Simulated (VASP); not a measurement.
Here is the system:

```xyz
2
Lattice="1.7882 -3.0973 0.0000 1.7882 3.0973 0.0000 0.0000 0.0000 5.5101" Properties=species:S:1:pos:R:3 pbc="T T T"
Ho     1.7882     1.0324     1.3775
Ho     1.7882    -1.0324     4.1325
```

Calculation: TPSS meta-GGA, VASP's PBE PAW potentials (set 64) (plane waves; VASP). Numerical set-up: 520 eV cut-off, 11×11×6 Γ-centred mesh, first-order Methfessel-Paxton smearing of 0.10 eV, potentials Ho_3.

The 4f electrons are frozen in the core of the lanthanide potential, so 4f levels, which can set the real gap, and their magnetism are missing.

**Question.** What does the run give for the energy per atom (σ→0), band gap (on the k-mesh) with the smallest direct gap where there is one?

**Answer.** 
band gap (on the k-mesh): none (metal, semimetal or under 0.01 eV)
energy per atom (σ→0): -7.847 eV/atom

The compound is Ho in the hcp structure. It was relaxed first. The start is the result of an earlier pass.
